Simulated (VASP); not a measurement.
Input for VASP

**KPOINTS**
```
Regular mesh
0
G
 8 8 8
```

File POSCAR:
```
AlP
1
    0.0000000000     2.7250492720     2.7250492720
    2.7250492720     0.0000000000     2.7250492720
    2.7250492720     2.7250492720     0.0000000000
Al P
1 1
Direct
  0.0000000000   0.0000000000   0.0000000000
  0.2500000000   0.2500000000   0.2500000000
```

**INCAR**
```
SYSTEM = AlP
PREC = Accurate
ENCUT = 520
EDIFF = 1E-7
NELM = 100
ALGO = Normal
LREAL = .FALSE.
LASPH = .TRUE.
ISMEAR = 0
SIGMA = 0.05
GGA = PE
IVDW = 12
LWAVE = .FALSE.
LCHARG = .FALSE.
ISIF = 2
```

POTCAR, in this order: Al P (PBE.64 set). Program: vasp_std.

**Question.** Translate this PBE-D3(BJ) calculation to Ansatz.

**Answer.** One equivalent input (not run):
Ansatz 0.2 input:
```yaml
crystal:
  lattice:
    - [0.0000000, 2.7250493, 2.7250493]
    - [2.7250493, 0.0000000, 2.7250493]
    - [2.7250493, 2.7250493, 0.0000000]
  atoms:
    - { symbol: Al, position: [0.0000000, 0.0000000, 0.0000000] }
    - { symbol: P, position: [0.2500000, 0.2500000, 0.2500000] }
kpoints:
  mp_grid: { grid: [8, 8, 8] }
hamiltonian:
  xc: pbe
  dispersion: d3bj
  pseudopotentials: { kind: paw }
scf:
  occupations: { method: gaussian, width: 0.05 }
  max_iter: 100
output: { forces: true, stress: true, eigenvalues: true }
```
What does not carry over: each code has its own PAW files, so the cut-off isn't converted (ENCUT is set for VASP's; basis.ecutwfc is left out, and Ansatz then takes the one that its files recommend); Ansatz stops its SCF on the density residual and VASP on the energy change (EDIFF).

The compound is AlP in the zinc blende structure. It was relaxed first.
